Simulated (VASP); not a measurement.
Given:

```yaml
crystal:
  lattice:
    - [0.00000, 2.66693, 2.66693]
    - [2.66693, 0.00000, 2.66693]
    - [2.66693, 2.66693, 0.00000]
  atoms:
    - { symbol: Mg, position: [0.00000, 0.00000, 0.00000] }
    - { symbol: Se, position: [0.50000, 0.50000, 0.50000] }
```

All values below come from HSEsol screened hybrid, VASP's PBE PAW potentials (set 64) (plane waves; VASP). Settings: 520 eV cut-off, 6×6×6 Γ-centred mesh, Gaussian smearing of 0.050 eV, potentials Mg Se.

**Question.** Give the stress tensor in GPa (positive for a compressed cell).

**Answer.** 
```
3.85  0.00  0.00
0.00  3.85  0.00
0.00  0.00  3.85
```
The pressure is its mean diagonal, 3.85 GPa.

The compound is MgSe in the rock salt structure. This cell is one point of a volume scan, at 0.91 of the reference volume. The cell's shape comes from a PBE relaxation.
